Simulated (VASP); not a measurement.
**Binding against coverage on ZrN(001)**

How do binding energy and the level below the vacuum change as the layer fills? Model: ZrN(001), 2 x 2, four layers.

Main program and level: VASP 6.6.1; PBEsol; plane waves and PAW (Zr_sv, N, O), in the first sound run; inputs show where later runs differ.

**1. Set-up**

The cell holds 36 atoms: 16 Zr, 16 N and 4 O. Cell: a = 6.449 Å, b = 6.449 Å, c = 24.540 Å, α = 90.0°, β = 90.0°, γ = 90.0°. It derives from ZrN. Vacuum lies along c.

**2. Relax the state, PBEsol**

State “4 of 4 Zr sites hold O”: the free atoms relax, with the lowest layers held.

Level: PBEsol; plane waves and PAW (Zr_sv, N, O).

File INCAR:

```
SYSTEM = Zr4N4O
PREC = Normal
ENCUT = 400
EDIFF = 1E-05
NELM = 120
ISMEAR = 1
SIGMA = 0.1
LREAL = Auto
ALGO = Fast
GGA = PS
NBANDS = 176
LASPH = .TRUE.
LORBIT = 11
LWAVE = .FALSE.
LCHARG = .FALSE.
KPAR = 4
NCORE = 2
IBRION = 2
NSW = 80
ISIF = 2
EDIFFG = -0.04
POTIM = 0.4
MAXMIX = 40
IDIPOL = 3
LDIPOL = .TRUE.
DIPOL = 0.5 0.5 0.489
ISYM = 2
```

File POSCAR:

```
Zr4N4O
1.0
    6.4488138440      0.0000000000      0.0000000000
    0.0000000000      6.4488138440      0.0000000000
    0.0000000000      0.0000000000     24.5400000000
Zr N O
16 16 4
Selective dynamics
Direct
    0.0000000000      0.0000000000      0.3259983700  F F F
    0.0000000000      0.5000000000      0.3259983700  F F F
    0.5000000000      0.0000000000      0.3259983700  F F F
    0.5000000000      0.5000000000      0.3259983700  F F F
    0.2500000000      0.2500000000      0.4189079050  F F F
    0.2500000000      0.7500000000      0.4189079050  F F F
    0.7500000000      0.2500000000      0.4189079050  F F F
    0.7500000000      0.7500000000      0.4189079050  F F F
    0.0000000000      0.0000000000      0.5118174410  T T T
    0.0000000000      0.5000000000      0.5118174410  T T T
    0.5000000000      0.0000000000      0.5118174410  T T T
    0.5000000000      0.5000000000      0.5118174410  T T T
    0.2500000000      0.2500000000      0.6047269760  T T T
    0.2500000000      0.7500000000      0.6047269760  T T T
    0.7500000000      0.2500000000      0.6047269760  T T T
    0.7500000000      0.7500000000      0.6047269760  T T T
    0.2500000000      0.2500000000      0.3259983700  F F F
    0.2500000000      0.7500000000      0.3259983700  F F F
    0.7500000000      0.2500000000      0.3259983700  F F F
    0.7500000000      0.7500000000      0.3259983700  F F F
    0.0000000000      0.0000000000      0.4189079050  F F F
    0.0000000000      0.5000000000      0.4189079050  F F F
    0.5000000000      0.0000000000      0.4189079050  F F F
    0.5000000000      0.5000000000      0.4189079050  F F F
    0.2500000000      0.2500000000      0.5118174410  T T T
    0.2500000000      0.7500000000      0.5118174410  T T T
    0.7500000000      0.2500000000      0.5118174410  T T T
    0.7500000000      0.7500000000      0.5118174410  T T T
    0.0000000000      0.0000000000      0.6047269760  T T T
    0.0000000000      0.5000000000      0.6047269760  T T T
    0.5000000000      0.0000000000      0.6047269760  T T T
    0.5000000000      0.5000000000      0.6047269760  T T T
    0.2500000000      0.2500000000      0.6740016300  T T T
    0.2500000000      0.7500000000      0.6740016300  T T T
    0.7500000000      0.2500000000      0.6740016300  T T T
    0.7500000000      0.7500000000      0.6740016300  T T T
```

File KPOINTS:

```
Automatic mesh
0
Gamma
4 4 1
0 0 0
```

The projector-augmented-wave data sets are Zr_sv, N and O (PBE family, release 64).

Launch:

```bash
$ mpirun -np 8 vasp_std
```

What it wrote:

```text
[banner, memory and clock lines left out]
running    8 mpi-ranks, on    1 nodes
[...]
|                                                                             |
|               ----> ADVICE to this user running VASP <----                  |
|                                                                             |
|     You enforced a specific xc type in the INCAR file but a different       |
|     [... a line on the potential file left out ...]
|     I HOPE YOU KNOW WHAT YOU ARE DOING!                                     |
|                                                                             |

 LDA part: xc-table for (Slater+PW92), standard interpolation
 POSCAR, INCAR and KPOINTS ok, starting setup
[...]
entering main loop
       N       E                     dE             d eps       ncg     rms          rms(c)
DAV:   1     0.291641399595E+04    0.29164E+04   -0.13841E+05  2448   0.128E+03
DAV:   2    -0.723411895469E+02   -0.29888E+04   -0.29008E+04  2552   0.420E+02
[...]
17 F= -.36308388E+03 E0= -.36308376E+03  d E =-.111258E+00
[...]
WARNING in EDDRMM: call to ZHEGV failed, returncode =   6  3     75
  19 F= -.36314060E+03 E0= -.36314084E+03  d E =-.567191E-01
[...]
WARNING in EDDRMM: call to ZHEGV failed, returncode =   8  4     75
[...]
WARNING in EDDRMM: call to ZHEGV failed, returncode =   6  3    128
  21 F= -.36317230E+03 E0= -.36317291E+03  d E =-.292368E-01
[...]
WARNING in EDDRMM: call to ZHEGV failed, returncode =   6  3    135
[...]
WARNING in EDDRMM: call to ZHEGV failed, returncode =   6  3     87
[...]
WARNING in EDDRMM: call to ZHEGV failed, returncode =   6  3    119
[...]
WARNING in EDDRMM: call to ZHEGV failed, returncode =   8  4     56
  23 F= -.36318800E+03 E0= -.36318886E+03  d E =-.449399E-01
  25 F= -.36318986E+03 E0= -.36319072E+03  d E =-.188328E-02
  26 F= -.36319133E+03 E0= -.36319216E+03  d E =-.334613E-02
  27 F= -.36319200E+03 E0= -.36319284E+03  d E =-.671902E-03
 trial-energy change:   -0.000672  1 .order   -0.000647   -0.001824    0.000530
 step:   0.3329(harm=  0.3329)  dis= 0.00147  next Energy=  -363.192033 (dE=-0.707E-03)
 reached required accuracy - stopping structural energy minimisation
```

Wall time 55 min (8 MPI ranks of Intel Xeon Platinum 8259CL at 2.50GHz (Skylake/Cascade Lake), shared host); peak memory 3.9 GiB; 7.3 h of CPU time.

Lines that name or quote the potential files are left out of all logs, and their timing lines are given in words.

From OUTCAR (step 2):

```text
  Total      -33.2821628    -33.2821628    -16.6944714      0.0000000      0.0000000      0.0000000
  in kB      -52.2501911    -52.2501911    -26.2089134      0.0000000      0.0000000      0.0000000
  external PRESSURE =     -43.5697652 kB  Pullay stress =       0.0000000 kB

 POSITION                                       TOTAL-FORCE (eV/Angst)
 -----------------------------------------------------------------------------------
      0.00000      0.00000      8.00000         0.000000     -0.000000      1.580667
      0.00000      3.22441      8.00000         0.000000     -0.000000      1.580667
      3.22441      0.00000      8.00000        -0.000000     -0.000000      1.580667
      3.22441      3.22441      8.00000         0.000000     -0.000000      1.580667
      1.61220      1.61220     10.28000         0.000000      0.000000     -0.186675
      1.61220      4.83661     10.28000         0.000000     -0.000000     -0.186675
      4.83661      1.61220     10.28000         0.000000      0.000000     -0.186675
      4.83661      4.83661     10.28000         0.000000      0.000000     -0.186675
      0.00000      0.00000     12.79834         0.000000      0.000000     -0.021341
      0.00000      3.22441     12.79834        -0.000000     -0.000000     -0.021341
      3.22441      0.00000     12.79834         0.000000     -0.000000     -0.021341
      3.22441      3.22441     12.79834         0.000000     -0.000000     -0.021341
      1.61220      1.61220     15.46830         0.000000     -0.000000     -0.033446
      1.61220      4.83661     15.46830         0.000000     -0.000000     -0.033446
[...]
-----------------------------------------------------------------------------------
    total drift:                                0.000000      0.000000     -0.100463

  FREE ENERGIE OF THE ION-ELECTRON SYSTEM (eV)
  ---------------------------------------------------
  free  energy   TOTEN  =      -363.1919985002 eV

  energy  without entropy=     -363.1945182463  energy(sigma->0) =     -363.19283842

 reached required accuracy - stopping structural energy minimisation

[... 3 further parts left out ...]
[key lines of the parts left out:]
E-fermi :   0.8996
```

Numbers from this step:

* energy(sigma→0) of the program: -363.1928 eV
* ionic steps: 27

(Continued in part 2 of 2.)

[Lines on the potential files, build, host, timing and source positions are cut from VASP's logs without a mark.]

[Logs are printed without paths, hosts, clocks, repeated set-up lines and the standing remarks that a program may print on its own settings, such as how far it seeks lower states.]

[Hosts, paths, dates, database ids (printed as entryN), source tags and the programs' standing remarks are cut or masked in the printed files.]
